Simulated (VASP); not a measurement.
Set up this calculation in VASP 6.6.1, as the native input.

```yaml
Task: single point
Functional: PBE
Potentials_or_basis: VASP PAW PBE potentials, release 64 (Cl, F, Mn_pv)
Cutoff: 520 eV
k_mesh: 5 × 5 × 3
Occupations: fermi-dirac, width 0.1 eV
Spin: no spin polarisation
Dipole_correction: no
Further_INCAR_settings: ALGO = Normal; EDIFF = 1e-06; NBANDS = 36
```

The structure of MnClF lies in POSCAR:

```
MnClF
1.0
    3.9132309500      0.0000000000      0.0000000000
    0.0000000000      3.9132309500      0.0000000000
    0.0000000000      0.0000000000      6.4230941200
Cl F Mn
2 2 2
Direct
    0.2500000000      0.2500000000      0.6491000000
    0.7500000000      0.7500000000      0.3509000000
    0.7500000000      0.2500000000      0.0000000000
    0.2500000000      0.7500000000      0.0000000000
    0.2500000000      0.2500000000      0.2044500000
    0.7500000000      0.7500000000      0.7955500000
```

The cell was built by a generator and needn't be a form met in nature.

One way to write it, as run:

INCAR

```
SYSTEM = MnClF
PREC     = Accurate       ! precision mode
ENCUT    = 520            ! plane-wave cutoff, eV
EDIFF    = 1E-6           ! SCF threshold, eV
ISMEAR   = -1             ! smearing method
SIGMA    = 0.1            ! smearing width, eV
LREAL    = .FALSE.        ! projectors in reciprocal space
LASPH    = .TRUE.         ! aspherical terms in the spheres
NELM     = 100            ! most SCF steps
ALGO     = Normal         ! electronic algorithm
ISIF     = 2              ! what is computed and relaxed
LWAVE    = .FALSE.        ! write WAVECAR
LCHARG   = .FALSE.        ! write CHGCAR
GGA      = PE             ! functional
NBANDS   = 36             ! bands
```

KPOINTS

```
regular mesh
0
G
  5 5 3
  0 0 0
```

Potentials or basis: VASP PAW PBE potentials, release 64 (Cl, F, Mn_pv).

Command:

```console
$ cat potpaw_PBE.64/Cl/POTCAR potpaw_PBE.64/F/POTCAR potpaw_PBE.64/Mn_pv/POTCAR > POTCAR
$ mpirun -np 1 vasp_std > vasp.out
```

Results of the run:

```json
{
  "Pressure": "-12.3 GPa",
  "Largest force": "0.417 eV/Å",
  "Band gap on the k mesh": "none (metal or under the smearing width)"
}
```

Caveat: the run has no spin polarisation, though such a crystal can be magnetic; semilocal functionals often make such compounds metallic where correlation or magnetic order opens a gap, which also shifts bond lengths.

Run time: 39 s on 1 thread of AMD EPYC 7R13 Processor (Zen 3), with other jobs on the host, peak memory 0.18 GiB.
